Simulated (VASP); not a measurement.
An input for Quantum ESPRESSO's pw.x (written as the equivalent of a VASP run, and not itself run):

```
&CONTROL
  calculation = 'vc-relax'
  pseudo_dir = './pseudo'
  outdir = './out'
  tprnfor = .true.
  tstress = .true.
  nstep = 60
  forc_conv_thr = 0.00078
/
&SYSTEM
  ibrav = 0
  nat = 4
  ntyp = 2
  ecutwfc = 82
  occupations = 'smearing'
  smearing = 'methfessel-paxton'
  degauss = 0.00735
  input_dft = 'pbesol'
/
&ELECTRONS
  conv_thr = 7.3e-08
  electron_maxstep = 100
/
&IONS
/
&CELL
/
ATOMIC_SPECIES
  Pd 106.420 Pd.upf
  Ir 192.217 Ir.upf
CELL_PARAMETERS angstrom
     0.0194100    3.8599757    3.8422772
     3.8599757    0.0194100    3.8422772
     1.9396928    1.9396928   -0.0000000
ATOMIC_POSITIONS crystal
  Pd   1.0000000  0.0000000  0.0000000
  Pd   1.0000000  0.5000000  0.0000000
  Pd   0.5000000  0.0000000  0.0000000
  Ir   0.5000000  0.5000000  1.0000000
K_POINTS automatic
  6 6 12 0 0 0
```

**Question.** Write the VASP files for the same calculation (PBEsol).

**Answer.** Several could match; the one computed here: 
KPOINTS:
```
Automatic
0
G
  6 6 12
```

POSCAR:
```
IrPd3
1.0
  0.0194099930   3.8599756573   3.8422772075
  3.8599756573   0.0194099930   3.8422772075
  1.9396928251   1.9396928251   0.0000000000
Pd Ir
3 1
direct
  1.0000000000   0.0000000000   0.0000000000
  1.0000000000   0.5000000000   0.0000000000
  0.5000000000   0.0000000000   0.0000000000
  0.5000000000   0.5000000000   1.0000000000
```

**INCAR**
```
ALGO = Normal
EDIFF = 1E-6
EDIFFG = -0.02
ENCUT = 400
GGA = PS
IBRION = 2
ISIF = 3
ISMEAR = 1
LASPH = T
LCHARG = F
LMAXMIX = 6
LREAL = F
LWAVE = F
NELM = 100
NSW = 60
PREC = Accurate
SIGMA = 0.1
SYSTEM = IrPd3
```

POTCAR, in this order: Pd Ir (PBE.64 set). Program: vasp_std.

Limits of the translation: the potentials are each code's own (VASP's PAW set, PseudoDojo norm-conserving files in pw.x), so ENCUT and ecutwfc are chosen apart and not converted; conv_thr bounds pw.x's estimated SCF error, while EDIFF bounds the energy change between steps; forc_conv_thr acts on force components and is met together with etot_conv_thr.

The structure was generated: IrPd3 was put into an ordered model structure (Cmmm), which need not be its known phase. This run relaxes it. Symmetry was kept, so distortions that lower it aren't found. The start is the result of an earlier pass.
